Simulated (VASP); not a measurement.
# HfIn2Se5 (P3m1) in VASP: settings compared, part 2 of 2

VASP 6.6.1. The steps go on from the part before.

**3. Single point, HSE06**

Contents of POSCAR:

```
HfIn2Se5
1.0
    3.9654010000      0.0000000000      0.0000000000
   -1.9827010000      3.4341380000      0.0000000000
    0.0000000000      0.0000000000     17.6374300000
Hf In Se
1 2 5
Direct
    0.0000000000      0.0000000000      0.0000810000
    0.6666670000      0.3333330000      0.6219470000
    0.3333330000      0.6666670000      0.3803090000
    0.0000000000      0.0000000000      0.6965050000
    0.6666670000      0.3333330000      0.4775420000
    0.0000000000      0.0000000000      0.3016080000
    0.3333330000      0.6666670000      0.0835650000
    0.6666670000      0.3333330000      0.9154760000
```

Contents of INCAR.step1:

```
PREC = Accurate ; ENCUT = 520
EDIFF = 1E-5 ; ISMEAR = 0
SIGMA = 0.02 ; LREAL = False
LASPH = True ; NELM = 40
ALGO = Normal ; ISIF = 2
LWAVE = True ; LCHARG = False
NBANDS = 43 ; KPAR = 4
GGA = PE
```

Contents of INCAR.step2:

```
PREC = Accurate ; ENCUT = 520
EDIFF = 1E-5 ; ISMEAR = 0
SIGMA = 0.02 ; LREAL = False
LASPH = True ; NELM = 40
ALGO = Normal ; ISIF = 2
LWAVE = False ; LCHARG = False
GGA = PE ; LHFCALC = True
HFSCREEN = 0.2 ; PRECFOCK = Fast
NBANDS = 43 ; KPAR = 4
ISTART = 1
```

Contents of KPOINTS:

```
Automatic mesh
0
Gamma
  6 6 1
```

Potentials or basis: VASP PAW PBE potentials, release 64 (Hf_pv, In_d, Se).

Launch:

```
cat potpaw_PBE.64/Hf_pv/POTCAR potpaw_PBE.64/In_d/POTCAR potpaw_PBE.64/Se/POTCAR > POTCAR
cp INCAR.step1 INCAR
mpirun -np 4 vasp_std > vasp.out
cp INCAR.step2 INCAR
mpirun -np 4 vasp_std > vasp.out
```

OUTCAR:

```text
PREC = Accurate
   ENCUT = 520
   EDIFF = 1E-5
   ISMEAR = 0
   LREAL = False
   LASPH = True
   NELM = 40
   ISIF = 2
   GGA = PE
   LHFCALC = True
   HFSCREEN = 0.2
   PRECFOCK = Fast
   ISTART = 1

 ion  position               nearest neighbor table
   1  0.000  0.000  0.000-   7 2.72   7 2.72   7 2.72   8 2.73   8 2.73   8 2.73
   2  0.667  0.333  0.622-   5 2.55   4 2.64   4 2.64   4 2.64
   3  0.333  0.667  0.380-   6 2.68   6 2.68   6 2.68   5 2.86   5 2.86   5 2.86
   4  0.000  0.000  0.697-   2 2.64   2 2.64   2 2.64
   5  0.667  0.333  0.478-   2 2.55   3 2.86   3 2.86   3 2.86
   6  0.000  0.000  0.302-   3 2.68   3 2.68   3 2.68
   7  0.333  0.667  0.084-   1 2.72   1 2.72   1 2.72
   8  0.667  0.333  0.915-   1 2.73   1 2.73   1 2.73

  LATTYP: Found a hexagonal cell.
 ALAT       =     3.9654010000
 C/A-ratio  =     4.4478301186

  Lattice vectors:

 A1 = (   3.9654010000,   0.0000000000,   0.0000000000)
 A2 = (  -1.9827010000,   3.4341380000,   0.0000000000)
 A3 = (   0.0000000000,   0.0000000000,  17.6374300000)

Analysis of symmetry for initial positions (statically):
=====================================================================
 Subroutine PRICEL returns:
 Original cell was already a primitive cell.

 Routine SETGRP: Setting up the symmetry group for a
 hexagonal supercell.

 Subroutine GETGRP returns: Found  6 space group operations
 (whereof  6 operations were pure point group operations)
 out of a pool of 24 trial point group operations.

The static configuration has the point symmetry C_3v.

Analysis of symmetry for dynamics (positions and initial velocities):
=====================================================================
 Subroutine PRICEL returns:
 Original cell was already a primitive cell.

[... 131 lines left out ...]
   NKREDY  =     1    reduce k-point grid by
   NKREDZ  =     1    reduce k-point grid by
   AEXX    =    0.2500 exact exchange contribution
   HFSCREEN=    0.2000 screening length (either q_TF or 0.3 A-1)
   HFSCREENC=   0.2000 screening length for correlation (either q_TF or 0.3 A-1)
   ENCUTFOCK=  -1.0 apply spherical cutoff to Coloumb kernel
   IVDW    =     0    specifies the selected vdW correction
   LEPSILON=     F    determine dielectric tensor
   LRPA    =     F    only Hartree local field effects (RPA)
 non-spin polarized calculation
 Gauss-broadening in eV      SIGMA  =   0.02
  energy-cutoff  :      520.00
  volume of cell :      240.18
 maximum number of plane-waves:      6503
 NGX is ok and might be reduce to    30
  NGX = 18; NGY = 18; NGZ = 80

 number of electron      65.9999990 magnetization

 Free energy of the ion-electron system (eV)
  ---------------------------------------------------
  ext. energy  EPLUGINS =         0.00000000
  ---------------------------------------------------
  free energy    TOTEN  =       -46.90157586 eV

  energy without entropy =      -46.90157586  energy(sigma->0) =      -46.90157586

 E-fermi :   2.1652     XC(G=0):  -7.1631

 val. band max:        1.9920525206   @ k =   0.1667   0.0000   0.0000
 cond. band min:       3.5045727356   @ k =   0.5000   0.0000   0.0000
 fundamental gap:      1.5125202149
 Fermi energy:         2.1651636594

 k-point     1 :       0.0000    0.0000    0.0000
  band No.  band energies     occupation
      1     -31.9166      2.00000
      2     -31.8229      2.00000
      3     -31.8229      2.00000
      4     -14.5759      2.00000
      5     -14.4885      2.00000
      6     -14.4885      2.00000
[... 311 lines left out ...]
     42       7.3898      0.00000
     43       8.9204      0.00000

------------------------ aborting loop because EDIFF is reached ----------------------------------------

  FORCE on cell =-STRESS in cart. coord.  units (eV):
  Direction    XX          YY          ZZ          XY          YZ          ZX
  --------------------------------------------------------------------------------------
  -------------------------------------------------------------------------------------
  Total       -2.6375014     -2.6375014     -3.1458202      0.0000004      0.0000000      0.0000000
  in kB      -17.5939407    -17.5939407    -20.9847749      0.0000026      0.0000000      0.0000000
  external PRESSURE =     -18.7242188 kB  Pullay stress =       0.0000000 kB

 VOLUME and BASIS-vectors are now :
 -----------------------------------------------------------------------------
  energy-cutoff  :      520.00
  volume of cell :      240.18
      direct lattice vectors                 reciprocal lattice vectors
     3.965401000  0.000000000  0.000000000     0.252181305  0.145596981  0.000000000
    -1.982701000  3.434138000  0.000000000     0.000000000  0.291193889  0.000000000
     0.000000000  0.000000000 17.637430000     0.000000000  0.000000000  0.056697603

 POSITION                                       TOTAL-FORCE (eV/Angst)
 -----------------------------------------------------------------------------------
      0.00000      0.00000      0.00143         0.000000     -0.000000      0.010062
      1.98270      1.14471     10.96955         0.000000      0.000000      0.059139
     -0.00000      2.28943      6.70767        -0.000000     -0.000000     -0.203411
      0.00000      0.00000     12.28456         0.000000     -0.000000     -0.393950
      1.98270      1.14471      8.42261         0.000000     -0.000000      0.128613
      0.00000      0.00000      5.31959         0.000000      0.000000      0.410151
     -0.00000      2.28943      1.47387         0.000000      0.000000     -0.255545
      1.98270      1.14471     16.14664        -0.000000      0.000000      0.244941
 -----------------------------------------------------------------------------------
    total drift:                               -0.000860      0.000460      0.002716

  FREE ENERGIE OF THE ION-ELECTRON SYSTEM (eV)
  ---------------------------------------------------
  free  energy   TOTEN  =       -46.9015758626 eV

  energy  without entropy=      -46.9015758626  energy(sigma->0) =      -46.90157586
```

OUTCAR.step1:

```text
PREC = Accurate
   ENCUT = 520
   EDIFF = 1E-5
   ISMEAR = 0
   LREAL = False
[... 549 lines left out ...]
      1.98270      1.14471      8.42261         0.000000      0.000000      0.001827
      0.00000      0.00000      5.31959         0.000000     -0.000000      0.008910
     -0.00000      2.28943      1.47387         0.000000      0.000000     -0.010618
      1.98270      1.14471     16.14664        -0.000000      0.000000      0.010438
 -----------------------------------------------------------------------------------
    total drift:                               -0.000896      0.000519     -0.000250

  FREE ENERGIE OF THE ION-ELECTRON SYSTEM (eV)
  ---------------------------------------------------
  free  energy   TOTEN  =       -38.9025773019 eV

  energy  without entropy=      -38.9025773019  energy(sigma->0) =      -38.90257730
```

OSZICAR.step1:

```text
N       E                     dE             d eps       ncg     rms          rms(c)
DAV:   1     0.578862109823E+03    0.57886E+03   -0.28861E+04   602   0.150E+03
DAV:   2     0.446411717122E+02   -0.53422E+03   -0.50959E+03   645   0.377E+02
DAV:   3    -0.371069222167E+02   -0.81748E+02   -0.77790E+02   760   0.150E+02
DAV:   4    -0.413051439842E+02   -0.41982E+01   -0.41632E+01   740   0.353E+01
DAV:   5    -0.414662321444E+02   -0.16109E+00   -0.16092E+00   828   0.745E+00    0.400E+01
DAV:   6    -0.389994589279E+02    0.24668E+01   -0.52752E+00   700   0.200E+01    0.289E+01
DAV:   7    -0.390850504996E+02   -0.85592E-01   -0.34912E+00   892   0.121E+01    0.392E+00
DAV:   8    -0.389008220619E+02    0.18423E+00   -0.80745E-01   785   0.703E+00    0.342E+00
DAV:   9    -0.389036000259E+02   -0.27780E-02   -0.12058E-01   812   0.149E+00    0.166E+00
DAV:  10    -0.389023741490E+02    0.12259E-02   -0.12776E-02   828   0.837E-01    0.813E-01
DAV:  11    -0.389025641491E+02   -0.19000E-03   -0.22331E-03   780   0.203E-01    0.408E-01
DAV:  12    -0.389025624718E+02    0.16773E-05   -0.37847E-04   812   0.131E-01    0.980E-02
DAV:  13    -0.389025786838E+02   -0.16212E-04   -0.17332E-04   756   0.621E-02    0.391E-02
DAV:  14    -0.389025773019E+02    0.13819E-05   -0.10593E-05   516   0.219E-02
   1 F= -.38902577E+02 E0= -.38902577E+02  d E =-.162829E-45
```

It took 23 min on 4 MPI ranks of Intel Xeon Platinum 8488C (Sapphire Rapids), shared host; peak memory 0.54 GiB.

Results:

* Free energy: -46.9016 eV
* Pressure: -1.9 GPa
* Largest force: 0.410 eV/Å
* Band gap on the k mesh: 1.51 eV, indirect (least direct gap 1.66 eV)

Forces on the atoms (eV/Å):
```
Hf   0.000  0.000  0.010
In   0.000  0.000  0.059
In   0.000  0.000 -0.203
Se   0.000  0.000 -0.394
Se   0.000  0.000  0.129
Se   0.000  0.000  0.410
Se   0.000  0.000 -0.256
Se   0.000  0.000  0.245
```

Levels at points of the mesh, in eV from the valence-band top:
```
           k point  band 29  band 30  band 31  band 32  band 33  band 34  band 35  band 36  band 37  band 38
(0.00, 0.00, 0.00)    -0.44    -0.41    -0.41    -0.01    -0.01     1.65     2.02     2.02     2.69     3.12
(0.50, 0.00, 0.00)    -1.87    -1.75    -1.66    -1.02    -0.28     1.51     2.20     2.63     3.43     3.52
```

Caveat: the PAW data sets were made with another functional, which shifts forces and pressure a little; spin-orbit coupling is left out, which moves the levels of the heavy elements; an odd mesh through Γ misses points on the zone boundary, where band edges often lie; this functional lacks dispersion, which binds the layers, so the pressure and a relaxed spacing across them are unreliable.
